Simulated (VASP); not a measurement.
Consider the following.

```xyz
2
Lattice="3.1954 0.0000 0.0000 0.0000 3.1954 0.0000 0.0000 0.0000 3.1954" Properties=species:S:1:pos:R:3 pbc="T T T"
Hf     0.0000     0.0000     0.0000
Tc     1.5977     1.5977     1.5977
```

Method: LDA (Ceperley-Alder, Perdew-Zunger), VASP's LDA PAW potentials (set 64) (plane waves; VASP). Settings: 400 eV cut-off, Gaussian smearing of 0.050 eV, potentials Hf_pv Tc_pv.

**Question.** Give the energies of bands 7 to 14 at the high-symmetry points, in eV from the Fermi level.

**Answer.** 
| band | Γ | X | M | R |
|---|---|---|---|---|
| 7 | -7.08 | -3.30 | -4.48 | -1.79 |
| 8 | -4.28 | -2.89 | -4.28 | -1.79 |
| 9 | -4.28 | -2.27 | -2.16 | -1.79 |
| 10 | -0.28 | -0.37 | -2.16 | -0.91 |
| 11 | -0.28 | -0.37 | 1.85 | -0.91 |
| 12 | -0.28 | -0.29 | 2.38 | -0.91 |
| 13 | 3.48 | 0.71 | 2.46 | 1.95 |
| 14 | 3.48 | 2.35 | 2.46 | 1.95 |

It has no gap at this level: it comes out as a metal or semimetal.

The structure comes from a computed database's HfTc entry (Pm-3m); how it stands against other phases isn't given here. It was relaxed first. The electron count is odd and the run is not spin-polarised, which forces a metal.
